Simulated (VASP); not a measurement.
ZnCd7O8: band structure with PBEsol

ZnCd7O8:

```
Zn Cd O
1.0
    -4.65678    4.65678    0.00000
    -4.65678    0.00000    4.65678
     0.00000    4.65678    4.65678
Zn Cd O
1 7 8
Cartesian
  0.0000 0.0000 0.0000
  -2.3284 2.3284 0.0000
  -2.3284 0.0000 2.3284
  0.0000 2.3284 2.3284
  -4.6568 2.3284 2.3284
  -2.3284 4.6568 2.3284
  -2.3284 2.3284 4.6568
  -4.6568 4.6568 4.6568
  -6.9852 6.9852 6.9852
  -4.6568 4.6568 7.0774
  -4.6568 7.0774 4.6568
  -7.0774 4.6568 4.6568
  -2.2362 4.6568 4.6568
  -4.6568 2.2362 4.6568
  -4.6568 4.6568 2.2362
  -2.3284 2.3284 2.3284
```

The cell was built by a generator and needn't be a form met in nature.

- Program: VASP 6.6.1
- Task: band structure
- Functional: PBEsol
- Potentials or basis: VASP PAW PBE potentials, release 64 (Zn, Cd, O)
- Cutoff: 520 eV
- k mesh: 4 × 4 × 4
- Occupations: gaussian, width 0.03 eV
- Spin: spin-orbit coupling, no magnetisation
- Further INCAR settings: ALGO = Fast; EDIFF = 1e-06; NBANDS = 172

| Item | Value |
| --- | --- |
| Pressure | 0.2 GPa |
| Largest force | 0.005 eV/Å |
| Valence electrons inside the program's atomic spheres | Zn 10.57; Cd 10.27, 10.20; O 4.92, 4.91 |

Forces on the atoms (eV/Å):
```
Zn   0.000  0.000  0.000
Cd   0.000  0.000  0.000
Cd   0.000  0.000  0.000
Cd   0.000  0.000  0.000
Cd   0.000  0.000  0.000
Cd   0.000  0.000  0.000
Cd   0.000  0.000  0.000
Cd   0.000  0.000  0.000
O    0.000  0.000  0.000
O    0.000  0.000  0.005
O    0.000  0.005  0.000
O   -0.005  0.000  0.000
O    0.005  0.000  0.000
O    0.000 -0.005  0.000
O    0.000  0.000 -0.005
O    0.000  0.000  0.000
```

It took 5.3 min on 4 MPI ranks on Intel(R) Xeon(R) 6975P-C (Granite Rapids), with other jobs on the host, peak memory 1.1 GiB a rank.

Caveat: the PAW data sets were made with another functional, which shifts forces and pressure a little.
